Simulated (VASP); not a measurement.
Given:

```
MgH2
1.0
    4.45359     0.00000     0.00000
    0.00000     4.45359     0.00000
    0.00000     0.00000     2.97504
Mg H
2 4
Cartesian
  0.00000   0.00000   0.00000
  2.22680   2.22680   1.48752
  1.35408   1.35408   2.97504
  3.58087   0.87272   1.48752
  0.87272   3.58087   1.48752
  3.09951   3.09951   0.00000
```

Computed with PBE GGA with D3 dispersion (zero damping), VASP's PBE PAW potentials (set 64) (plane waves; VASP 6.6.1). Settings: 520 eV cut-off, Gaussian smearing of 0.050 eV, potentials Mg H.

Task: Estimate the band gap (along the path) with the smallest direct gap where there is one.

Result: 
```
Item                                   Result
------------------------------------  -------
band gap (along the path)             3.79 eV
smallest direct gap (along the path)  4.67 eV
```

The absolute energy has meaning only against runs of the same code, potentials and settings.

The compound is MgH2 in the rutile structure. It was relaxed first.
